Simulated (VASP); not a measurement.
```xyz
2
Lattice="0.0000 2.0273 2.0273 2.0273 0.0000 2.0273 2.0273 2.0273 0.0000" Properties=species:S:1:pos:R:3 pbc="T T T"
Li     0.0000     0.0000     0.0000
H      2.0273     2.0273     2.0273
```

Method: RPBE GGA, VASP's PBE PAW potentials (set 64) (plane waves; VASP 6.6.1). Numerical set-up: 520 eV cut-off, 11×11×11 Γ-centred mesh, Gaussian smearing of 0.050 eV, potentials Li_sv H.

Predict the energy per atom (σ→0).

| Quantity | Value |
|---|---|
| energy per atom (σ→0) | -290.4 kJ/mol of atoms |

The compound is LiH in the rock salt structure. It was relaxed first.
